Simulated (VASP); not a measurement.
Consider the following.

```
AlN
1.0
    3.10816     0.00000     0.00000
   -1.55408     2.69175     0.00000
    0.00000     0.00000     4.97414
Al N
2 2
Direct
  0.33333   0.66667   0.00001
  0.66667   0.33333   0.50001
  0.33333   0.66667   0.38199
  0.66667   0.33333   0.88199
```

Level of theory: PBE GGA with D3 dispersion (Becke-Johnson damping), VASP's PBE PAW potentials (set 64) (plane waves; VASP). Run with 520 eV cut-off, Gaussian smearing of 0.050 eV, potentials Al N.

Q: Estimate the band gap (along the path) with the smallest direct gap where there is one.

A: 
```
Quantity                                Value
------------------------------------  -------
band gap (along the path)             4.23 eV
smallest direct gap (along the path)  4.23 eV
```

The structure comes from a measured AlN entry (P6_3mc) of the Crystallography Open Database, whose conditions weren't checked. It was relaxed first.
